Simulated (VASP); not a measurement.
All values below come from PBEsol GGA, VASP's PBE PAW potentials (set 64) (plane waves; VASP 6.6.1).

VASP ran on this input.

File KPOINTS:
```
Automatic mesh
0
Gamma
6 6 8
0 0 0
```

**INCAR**
```
SYSTEM = SiO2
PREC = Accurate
ENCUT = 620
EDIFF = 1E-6
NELM = 100
ALGO = Normal
LREAL = .FALSE.
LASPH = .TRUE.
ISMEAR = 0
SIGMA = 0.05
GGA = PS
LWAVE = .FALSE.
LCHARG = .FALSE.
IBRION = 2
ISIF = 3
NSW = 40
EDIFFG = -0.02
PSTRESS = 300
```

POSCAR:
```
SiO2
1
    4.0588082766    -0.0000000000     0.0000000000
    0.0000000000     4.0588082766     0.0000000000
    0.0000000000     0.0000000000     2.6306039122
Si O
2 4
Direct
  0.0000000000   0.0000000000   0.0000000000
  0.5000000000   0.5000000000   0.5000000000
  0.3032023941   0.3032023941   0.0000000000
  0.8032023941   0.1967976059   0.5000000000
  0.1967976059   0.8032023941   0.5000000000
  0.6967976059   0.6967976059   1.0000000000
```

POTCAR, in this order: Si O (PBE.64 set). Program: vasp_std.

Output of the run:

**OSZICAR**
```
       N       E                     dE             d eps       ncg     rms          rms(c)
DAV:   1     0.185306874292E+03    0.18531E+03   -0.20438E+04  2000   0.180E+03
DAV:   2    -0.455631614723E+02   -0.23087E+03   -0.22149E+03  2624   0.352E+02
DAV:   3    -0.530195726375E+02   -0.74564E+01   -0.74288E+01  2396   0.672E+01
DAV:   4    -0.530780294384E+02   -0.58457E-01   -0.58367E-01  2388   0.657E+00
DAV:   5    -0.530786259009E+02   -0.59646E-03   -0.59638E-03  2324   0.651E-01    0.187E+01
DAV:   6    -0.487179936656E+02    0.43606E+01   -0.16168E+01  2268   0.289E+01    0.900E+00
DAV:   7    -0.486678767414E+02    0.50117E-01   -0.61886E-01  2372   0.534E+00    0.325E+00
DAV:   8    -0.486588844236E+02    0.89923E-02   -0.22475E-02  2280   0.150E+00    0.101E+00
DAV:   9    -0.486588347545E+02    0.49669E-04   -0.51617E-03  2388   0.711E-01    0.268E-01
DAV:  10    -0.486589100722E+02   -0.75318E-04   -0.13144E-04  2336   0.104E-01    0.254E-02
DAV:  11    -0.486589086620E+02    0.14102E-05   -0.28630E-05  2340   0.407E-02    0.394E-03
DAV:  12    -0.486589086120E+02    0.50043E-07   -0.10583E-06  1440   0.102E-02
   1 F= -.40544382E+02 E0= -.40544382E+02  d E =-.405444E+02
```

**OUTCAR**
```
------------------------ aborting loop because EDIFF is reached ----------------------------------------
  FORCE on cell =-STRESS in cart. coord.  units (eV):
  Direction    XX          YY          ZZ          XY          YZ          ZX
  --------------------------------------------------------------------------------------
  Total        8.0852726      8.0852726      8.0757436      0.0000000      0.0000000      0.0000000
  in kB      298.9184452    298.9184452    298.5661486      0.0000000      0.0000000      0.0000000
  external PRESSURE =      -1.1989870 kB  Pullay stress =     300.0000000 kB
  volume of cell :       43.34
      direct lattice vectors                 reciprocal lattice vectors
     4.058808277  0.000000000  0.000000000     0.246377737  0.000000000  0.000000000
     0.000000000  4.058808277  0.000000000     0.000000000  0.246377737  0.000000000
     0.000000000  0.000000000  2.630603912     0.000000000  0.000000000  0.380140847
 POSITION                                       TOTAL-FORCE (eV/Angst)
 -----------------------------------------------------------------------------------
      0.00000      0.00000      0.00000         0.000000      0.000000      0.000000
      2.02940      2.02940      1.31530         0.000000      0.000000      0.000000
      1.23064      1.23064      0.00000         0.001043      0.001043      0.000000
      3.26004      0.79876      1.31530         0.001043     -0.001043      0.000000
      0.79876      3.26004      1.31530        -0.001043      0.001043      0.000000
      2.82817      2.82817      0.00000        -0.001043     -0.001043      0.000000
 -----------------------------------------------------------------------------------
    total drift:                                0.000000     -0.000000     -0.000000
  FREE ENERGIE OF THE ION-ELECTRON SYSTEM (eV)
  ---------------------------------------------------
  free  energy   TOTEN  =       -48.6589086120 eV

  energy  without entropy=      -48.6589086120  energy(sigma->0) =      -48.65890861
  enthalpy is  TOTEN    =       -40.5443816318 eV   P V=        8.1145269802

 reached required accuracy - stopping structural energy minimisation
```
(Selected blocks of OUTCAR.)

File OUTCAR:
```
 val. band max:        9.2467491739   @ k =   0.0000   0.0000   0.0000

 cond. band min:      15.8329582158   @ k =   0.0000   0.0000   0.0000


 Fermi energy:         9.5127116579

 k-point     1 :       0.0000    0.0000    0.0000
  band No.  band energies     occupation
      1     -14.1066      2.00000
      2     -10.0541      2.00000
      3     -10.0541      2.00000
      4      -9.5819      2.00000
      5      -2.3301      2.00000
      6       2.1749      2.00000
      7       2.3266      2.00000
      8       2.3266      2.00000
      9       3.3383      2.00000
     10       3.8001      2.00000
     11       5.8095      2.00000
     12       5.8095      2.00000
     13       6.7101      2.00000
     14       8.2949      2.00000
     15       8.2949      2.00000
     16       9.2467      2.00000
     17      15.8330      0.00000
     18      15.9969      0.00000
     19      17.9065      0.00000
     20      17.9065      0.00000

 k-point     2 :       0.1667    0.0000    0.0000
  band No.  band energies     occupation
      1     -13.9443      2.00000
      2     -10.7496      2.00000
      3      -9.9658      2.00000
      4      -9.2541      2.00000
      5      -2.1223      2.00000
      6       1.5641      2.00000
      7       2.2641      2.00000
      8       2.9017      2.00000
      9       3.4607      2.00000
     10       4.3684      2.00000
     11       5.5467      2.00000
     12       5.8867      2.00000
     13       6.7159      2.00000
     14       7.6852      2.00000
     15       8.2464      2.00000
     16       9.0091      2.00000
     17      16.1261      0.00000
     18      16.3960      0.00000
     19      17.9835      0.00000
     20      18.0328      0.00000

 k-point     3 :       0.3333    0.0000    0.0000
  band No.  band energies     occupation
      1     -13.4685      2.00000
      2     -11.7632      2.00000
      3      -9.7259      2.00000
      4      -9.1910      2.00000
      5      -1.5525      2.00000
...
```

The compound is SiO2 in the rutile structure, stishovite, a high-pressure form. It was relaxed first under an external pressure of 30 GPa.
